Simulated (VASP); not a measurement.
# AgB4 (P6/mmm) in VASP: further runs

Runs on AgB4. Level: PBE. Tasks: relaxation of cell and atoms.

Everything below comes from runs of VASP 6.6.1. Logs are shortened: lines on timing, memory, paths and dates and some standing lists are left out, and cuts for length are marked.

**1. The crystal as given**

It takes space group P6/mmm (No. 191, hexagonal). The conventional cell has a = 3.032 Å, b = 3.032 Å, c = 5.699 Å, α = 90.00°, β = 90.00°, γ = 120.00°. Around Ag (site symmetry 6/mmm) lie 12 B at 2.59 Å. B (site symmetry 3m) has 4 B at 1.75 to 1.88 Å as nearest neighbours.

The cell was built by a generator and needn't be a form met in nature.

**2. Relaxation of cell and atoms, PBE, target pressure 10 GPa, at which the enthalpy is minimised**

Input file INCAR:

```
SYSTEM = AgB4
  PREC = Accurate
  ENCUT = 600
  EDIFF = 1E-6
  ISMEAR = -1
  SIGMA = 0.05
  LREAL = .False.
  LASPH = .True.
  NELM = 80
  ALGO = Normal
  ISIF = 3
  LWAVE = .False.
  LCHARG = .False.
  GGA = PE
  IBRION = 2
  NSW = 40
  EDIFFG = -0.02
  PSTRESS = 100
```

Input file KPOINTS:

```
regular mesh
0
Gamma
  7 7 4
  0 0 0
```

Input file POSCAR:

```
AgB4
1.0
    3.0321300000      0.0000000000      0.0000000000
   -1.5160700000      2.6259100000      0.0000000000
    0.0000000000      0.0000000000      5.6987400000
Ag B
1 4
Direct
    0.0000000000      0.0000000000      0.0000000000
    0.3333300000      0.6666700000      0.6649500000
    0.6666700000      0.3333300000      0.6649500000
    0.3333300000      0.6666700000      0.3350500000
    0.6666700000      0.3333300000      0.3350500000
```

Potentials or basis: VASP PAW PBE potentials, release 64 (Ag, B).

Launch:

```console
cat potpaw_PBE.64/Ag/POTCAR potpaw_PBE.64/B/POTCAR > POTCAR
mpirun -np 1 vasp_std > vasp.out
```

OUTCAR:

```text
SYSTEM = AgB4
   PREC = Accurate
   ENCUT = 600
   EDIFF = 1E-6
   ISMEAR = -1
   LREAL = .False.
   LASPH = .True.
   NELM = 80
   ISIF = 3
   GGA = PE
   IBRION = 2
   NSW = 40
   EDIFFG = -0.02
   PSTRESS = 100

 ion  position               nearest neighbor table
   1  0.000  0.000  0.000-   2 2.59   3 2.59   4 2.59   5 2.59   3 2.59   5 2.59   2 2.59   4 2.59
                             3 2.59   5 2.59   2 2.59   4 2.59
   2  0.333  0.667  0.665-   3 1.75   3 1.75   3 1.75   4 1.88   1 2.59   1 2.59   1 2.59
   3  0.667  0.333  0.665-   2 1.75   2 1.75   2 1.75   5 1.88   1 2.59   1 2.59   1 2.59
   4  0.333  0.667  0.335-   5 1.75   5 1.75   5 1.75   2 1.88   1 2.59   1 2.59   1 2.59
   5  0.667  0.333  0.335-   4 1.75   4 1.75   4 1.75   3 1.88   1 2.59   1 2.59   1 2.59

  LATTYP: Found a hexagonal cell.
 ALAT       =     3.0321300000
 C/A-ratio  =     1.8794510789

  Lattice vectors:

 A1 = (   3.0321300000,   0.0000000000,   0.0000000000)
 A2 = (  -1.5160700000,   2.6259100000,   0.0000000000)
 A3 = (   0.0000000000,   0.0000000000,   5.6987400000)

Analysis of symmetry for initial positions (statically):
=====================================================================
 Subroutine PRICEL returns:
 Original cell was already a primitive cell.

 Routine SETGRP: Setting up the symmetry group for a
 hexagonal supercell.

 Subroutine GETGRP returns: Found  8 space group operations
 (whereof  8 operations were pure point group operations)
 out of a pool of 24 trial point group operations.

The static configuration has the point symmetry D_2h.

Analysis of symmetry for dynamics (positions and initial velocities):
=====================================================================
 Subroutine PRICEL returns:
 Original cell was already a primitive cell.

 Routine SETGRP: Setting up the symmetry group for a
 hexagonal supercell.

 Subroutine GETGRP returns: Found  8 space group operations
 (whereof  8 operations were pure point group operations)
 out of a pool of 24 trial point group operations.

The dynamic configuration has the point symmetry D_2h.

 Subroutine INISYM returns: Found  8 space group operations
 (whereof  8 operations are pure point group operations),
 and found     1 'primitive' translations

----------------------------------------------------------------------------------------

                                     Primitive cell

  volume of cell :      45.3739

  direct lattice vectors                    reciprocal lattice vectors
     3.032130000  0.000000000  0.000000000     0.329801163  0.190410810  0.000000000
    -1.516070000  2.625910000  0.000000000     0.000000000  0.380820363  0.000000000
     0.000000000  0.000000000  5.698740000     0.000000000  0.000000000  0.175477386

  length of vectors
     3.032130000  3.032139768  5.698740000     0.380821590  0.380820363  0.175477386

  position of ions in fractional coordinates (direct lattice)
     0.000000000  0.000000000  0.000000000
     0.333330000  0.666670000  0.664950000
     0.666670000  0.333330000  0.664950000
     0.333330000  0.666670000  0.335050000
     0.666670000  0.333330000  0.335050000

  ion indices of the primitive-cell ions
   primitive index   ion index
                 1           1
                 2           2
                 3           3
                 4           4
                 5           5

----------------------------------------------------------------------------------------

 KPOINTS: regular mesh

Automatic generation of k-mesh.
 Grid dimensions read from file:
 generate k-points for:    7    7    4

 Generating k-lattice:

  Cartesian coordinates                     Fractional coordinates (reciprocal lattice)
     0.047114452  0.027201544  0.000000000     0.142857143  0.000000000  0.000000000
     0.000000000  0.054402909  0.000000000     0.000000000  0.142857143  0.000000000
     0.000000000  0.000000000  0.043869347     0.000000000  0.000000000  0.250000000

  Length of vectors
     0.054403084  0.054402909  0.043869347

  Shift w.r.t. Gamma in fractional coordinates (k-lattice)
     0.000000000  0.000000000  0.000000000

 Subroutine IBZKPT returns following result:
 ===========================================

 Found     48 irreducible k-points:

 Following reciprocal coordinates:
            Coordinates               Weight
  0.000000  0.000000  0.000000      1.000000
  0.142857  0.000000  0.000000      4.000000
 -0.142857  0.142857  0.000000      2.000000
  0.285714  0.000000  0.000000      4.000000
 -0.285714  0.285714  0.000000      2.000000
  0.428571  0.000000  0.000000      4.000000
[... 16 lines left out ...]
 -0.428571  0.428571  0.250000      4.000000
  0.142857  0.142857  0.250000      4.000000
 [... further k-points ...]
   k-points           NKPTS =     48   k-points in BZ     NKDIM =     48   number of bands    NBANDS=     15
   number of dos      NEDOS =    301   number of ions     NIONS =      5
   total plane-waves  NPLWV =  27648
   dimension x,y,z NGX =    24 NGY =   24 NGZ =   48
   dimension x,y,z NGXF=    48 NGYF=   48 NGZF=   96
   ions per type =               1   4
   NGX,Y,Z   is equivalent  to a cutoff of  13.16, 13.16, 14.00 a.u.
   NGXF,Y,Z  is equivalent  to a cutoff of  26.32, 26.32, 28.01 a.u.
 SYSTEM =  AgB4
   PREC   = accura    normal or accurate (medium, high low for compatibility)
   ISTART =      0    job   : 0-new  1-cont  2-samecut
   ICHARG =      2    charge: 1-file 2-atom 10-const
   ISPIN  =      1    spin polarized calculation?
   LNONCOLLINEAR =      F non collinear calculations
   LSORBIT =      F    spin-orbit coupling
   LASPH  =      T    aspherical Exc in radial PAW
   ENCUT  =  600.0 eV  44.10 Ry    6.64 a.u.   6.06  6.06 11.38*2*pi/ulx,y,z
   NELM   =     80;   NELMIN=  2; NELMDL= -5     # of ELM steps
   EDIFF  = 0.1E-05   stopping-criterion for ELM
   LREAL  =      F    real-space projection
   EDIFFG = -.2E-01   stopping-criterion for IOM
   NSW    =     40    number of steps for IOM
   IBRION =      2    ionic relax: 0-MD 1-quasi-New 2-CG
   NFREE  =      1    steps in history (QN), initial steepest desc. (CG)
   ISIF   =      3    stress and relaxation
   ISYM   =      2    0-nonsym 1-usesym 2-fastsym
   POTIM  = 0.5000    time-step for ionic-motion
   TEBEG  =    0.0;   TEEND  =   0.0 temperature during run
   PSTRESS=  100.0 pullay stress
   NELECT =      23.0000    total number of electrons
   NUPDOWN=      -1.0000    fix difference up-down
   EMIN   =  10.00;   EMAX   =-10.00  energy-range for DOS
   EFERMI =   0.00;   METHOD = LEGACY
   ISMEAR =    -1;   SIGMA  =   0.05  broadening in eV -4-tet -1-fermi 0-gaus
   EFERMI_NEDOS =   21; number of points for ismear=-14 and -15
   IALGO  =     38    algorithm
   IMIX   =      4    mixing-type and parameters
     AMIX     =   0.40;   BMIX     =  1.00
     AMIX_MAG =   1.60;   BMIX_MAG =  1.00
  volume/ion in A,a.u.               =       9.07        61.24
  Fermi-wavevector in a.u.,A,eV,Ry     =   1.305315  2.466687 23.182244  1.703847
  Thomas-Fermi vector in A             =   2.436192
   LORBIT       =      0    0 simple, 1 ext, 2 COOP (PROOUT), +10 PAW based schemes
   GGA     = PE    functional components
   LHFCALC =     F    Hartree Fock is set to
   AEXX    =    0.0000 exact exchange contribution
   IVDW    =     0    specifies the selected vdW correction
   LEPSILON=     F    determine dielectric tensor
   LRPA    =     F    only Hartree local field effects (RPA)
 conjugate gradient relaxation of ions
 non-spin polarized calculation
  energy-cutoff  :      600.00
  volume of cell :       45.37
 maximum number of plane-waves:      1538
   NGX = 13   NGY = 13   NGZ = 23

--------------------------------------- Ionic step        1  -------------------------------------------

 number of electron      22.9999998 magnetization

 Free energy of the ion-electron system (eV)
  ---------------------------------------------------
  ext. energy  EPLUGINS =         0.00000000
  ---------------------------------------------------
  free energy    TOTEN  =       -26.40056316 eV

  energy without entropy =      -26.38965204  energy(sigma->0) =      -26.39510760

------------------------ aborting loop because EDIFF is reached ----------------------------------------

  FORCE on cell =-STRESS in cart. coord.  units (eV):
  Direction    XX          YY          ZZ          XY          YZ          ZX
  --------------------------------------------------------------------------------------
  -------------------------------------------------------------------------------------
  Total        1.3154828      1.3158494      1.7983934      0.0003077      0.0000000      0.0000000
  in kB       46.4503770     46.4633221     63.5022029      0.0108651      0.0000000      0.0000000
  external PRESSURE =     -47.8613660 kB  Pullay stress =     100.0000000 kB
[... 106 lines left out ...]
  energy  without entropy=      -26.3421077417  energy(sigma->0) =      -26.34753174

  enthalpy is  TOTEN    =       -23.5847373030 eV   P V=        2.7682184421

[... ionic steps 4 to 8 ...]

--------------------------------------- Ionic step        9  -------------------------------------------

 number of electron      22.9999999 magnetization

------------------------ aborting loop because EDIFF is reached ----------------------------------------
[... 77 lines left out ...]
--------------------------------------- Ionic step       11  -------------------------------------------

 number of electron      22.9999999 magnetization

 Free energy of the ion-electron system (eV)
  ---------------------------------------------------
  ext. energy  EPLUGINS =         0.00000000
  ---------------------------------------------------
  free energy    TOTEN  =       -26.34122580 eV

  energy without entropy =      -26.33233849  energy(sigma->0) =      -26.33678214

 E-fermi :   7.8127     XC(G=0): -12.1936

 val. band max:        7.6752123395   @ k =  -0.2857   0.2857   0.5000
 cond. band min:       7.8415881125   @ k =   0.2857   0.2857   0.0000
 fundamental gap:      0.1663757730
 Fermi energy:         7.8126832189

 k-point     1 :       0.0000    0.0000    0.0000
  band No.  band energies     occupation
      1      -6.5231      2.00000
      2      -2.2479      2.00000
      3      -0.6970      2.00000
      4       2.1455      2.00000
      5       2.1939      2.00000
      6       2.1940      2.00000
      7       3.0357      2.00000
      8       3.0357      2.00000
      9       6.9679      2.00000
     10       6.9680      2.00000
     11       9.3277      0.00000
     12       9.3277      0.00000
     13      11.6494      0.00000
     14      12.1698      0.00000
[... 401 lines left out ...]
      2      -2.1934      2.00000
      3       1.0411      2.00000
      4       1.5930      2.00000
      5       2.1519      2.00000
      6       2.3205      2.00000
      7       2.8282      2.00000
      8       3.4154      2.00000
      9       3.9693      2.00000
     10       5.3543      2.00000
     11       7.1621      2.00000
     12       7.8487      0.65439
     13      10.1554      0.00000
     14      11.4302      0.00000
     15      14.4053      0.00000

 [... further k-points ...]
[... 5 lines left out ...]
  --------------------------------------------------------------------------------------
  -------------------------------------------------------------------------------------
  Total        2.7377773      2.7382942      2.7658353      0.0004180      0.0000000      0.0000000
  in kB       99.4272691     99.4460413    100.4462461      0.0151796      0.0000000      0.0000000
  external PRESSURE =      -0.2268145 kB  Pullay stress =     100.0000000 kB
[... 24 lines left out ...]
  energy  without entropy=      -26.3323384890  energy(sigma->0) =      -26.33678214

  enthalpy is  TOTEN    =       -23.5876780618 eV   P V=        2.7535477343

 reached required accuracy - stopping structural energy minimisation
```

Run time: 100 s. Hardware: 1 thread of Intel Xeon 6975P-C (Granite Rapids), shared host; peak memory 0.21 GiB.

Results:

- Free energy: -26.3412 eV
- Relaxed volume: 8.82 Å³/atom
- Relaxed cell: a = 3.019 Å, b = 3.019 Å, c = 5.591 Å, α = 90.00°, β = 90.00°, γ = 120.00°
- Space group after relaxing (to 0.05 Å): P6/mmm (No. 191)
- Energy change on relaxing (the enthalpy is what falls): +11.9 meV/atom
- Ionic steps: 11
- Pressure after relaxing: 10.0 GPa
- Band gap on the k mesh: none (metal or under the smearing width)

Stress tensor (GPa, compression positive):
```
 9.94  0.00  0.00
 0.00  9.94  0.00
 0.00  0.00 10.04
```

The path:
```csv
step,energy change (eV),largest force (eV/Å),pressure (GPa),volume (Å³)
1,0.0000,0.0464,5.21,45.37
2,0.1024,0.0096,13.70,43.62
3,0.0476,0.0163,9.95,44.35
4,0.0463,0.0170,9.82,44.37
5,0.0482,0.0170,9.88,44.33
6,0.0536,0.0204,9.86,44.22
7,0.0680,0.0440,10.31,43.99
8,0.0585,0.0280,10.01,44.13
9,0.0602,0.0307,10.09,44.10
10,0.0585,0.0330,9.84,44.13
11,0.0593,0.0020,9.98,44.12
```

Final structure:
```
Ag B
1.0
     3.01858   -0.00002    0.00000
    -1.50931    2.61417    0.00000
     0.00000    0.00000    5.59071
Ag B
1 4
Direct
  0.00000 0.00000 0.00000
  0.33333 0.66667 0.66637
  0.66667 0.33333 0.66637
  0.33333 0.66667 0.33363
  0.66667 0.33333 0.33363
```

Caveat: the cell is relaxed towards a set pressure, so the enthalpy falls and the energy may rise.

**3. Relaxation of cell and atoms, PBE, target pressure 20 GPa, at which the enthalpy is minimised**

Changes to INCAR since step 2:

```diff
@@ -17,2 +17,2 @@
   EDIFFG = -0.02
-  PSTRESS = 100
+  PSTRESS = 200
```

KPOINTS is that of step 2.

POSCAR is that of step 2.

Potentials or basis: VASP PAW PBE potentials, release 64 (Ag, B).

Launch:

```console
cat potpaw_PBE.64/Ag/POTCAR potpaw_PBE.64/B/POTCAR > POTCAR
mpirun -np 1 vasp_std > vasp.out
```

It took 1.7 min on 1 thread of Intel Xeon 6975P-C (Granite Rapids), shared host; peak memory 0.2 GiB.

Results (log left out):

```
Free energy                                            : -26.1650 eV
Relaxed volume                                         : 8.44 Å³/atom
Relaxed cell                                           : a = 2.984 Å, b = 2.984 Å, c = 5.471 Å, α = 90.00°, β = 90.00°, γ = 120.00°
Space group after relaxing (to 0.05 Å)                 : P6/mmm (No. 191)
Energy change on relaxing (the enthalpy is what falls) : +47.1 meV/atom
Ionic steps                                            : 11
Pressure after relaxing                                : 20.0 GPa
Band gap on the k mesh                                 : none (metal or under the smearing width)
```

The path:
```tsv
step	energy change (eV)	largest force (eV/Å)	pressure (GPa)	volume (Å³)
1	0.0000	0.0464	5.21	45.37
2	0.6310	0.0230	35.83	40.09
3	0.2185	0.0235	19.73	42.48
4	0.2256	0.0227	20.10	42.43
5	0.2391	0.1141	20.47	42.22
6	0.2492	0.1670	20.77	42.13
7	0.2518	0.1790	20.89	42.10
8	0.2230	0.0206	19.33	42.31
9	0.2252	0.0345	19.45	42.29
10	0.2445	0.0295	20.41	42.13
11	0.2356	0.0006	20.00	42.20
```

Final structure:
```cif
data_structure
_symmetry_space_group_name_H-M 'P 1'
_symmetry_Int_Tables_number 1
_cell_length_a 2.9844
_cell_length_b 2.9844
_cell_length_c 5.4715
_cell_angle_alpha 90.000
_cell_angle_beta 90.000
_cell_angle_gamma 120.000
_cell_volume 42.20
loop_
_atom_site_label
_atom_site_type_symbol
_atom_site_fract_x
_atom_site_fract_y
_atom_site_fract_z
_atom_site_occupancy
Ag1 Ag 0.00000 0.00000 0.00000 1
B1 B 0.33333 0.66667 0.66725 1
B2 B 0.66667 0.33333 0.66725 1
B3 B 0.33333 0.66667 0.33275 1
B4 B 0.66667 0.33333 0.33275 1
```

Levels at points of the mesh, in eV from the Fermi level:
```csv
k point,band 10,band 11,band 12,band 13,band 14,band 15
"(0.00, 0.00, 0.00)",-0.92,1.52,1.52,4.09,4.48,5.87
"(0.00, 0.00, 0.50)",-1.23,0.33,1.90,1.90,4.50,6.52
```

Caveat: the cell is relaxed towards a set pressure, so the enthalpy falls and the energy may rise.

**4. For comparison**

An earlier run on the cell as given: functional PBE; potentials or basis VASP PAW PBE potentials, release 64 (Ag, B); cutoff 520 eV; k mesh 10 × 10 × 5; occupations fermi-dirac, width 0.05 eV; no spin polarisation.

- Pressure: 4.9 GPa
- Largest force: 0.003 eV/Å
- Band gap on the k mesh: none (metal or under the smearing width)

**5. Overview**

```csv
task,cell,k mesh,cutoff (eV),target pressure,gap on the mesh (eV),pressure (GPa)
relaxation of cell and atoms,relaxed to 10 GPa,7 × 7 × 4,600,10 GPa,none,10.0
relaxation of cell and atoms,relaxed to 20 GPa,7 × 7 × 4,600,20 GPa,none,20.0
single point,as given,10 × 10 × 5,520,-,none,4.9
```

Alike in all rows: level PBE; potentials or basis VASP PAW PBE potentials, release 64 (Ag, B); no spin polarisation; smearing fermi-dirac 0.05 eV.

Caveats: the cell is relaxed towards a set pressure, so the enthalpy falls and the energy may rise (some runs).

Total energies depend on the potentials used, so only differences within one code and one set of settings carry meaning.
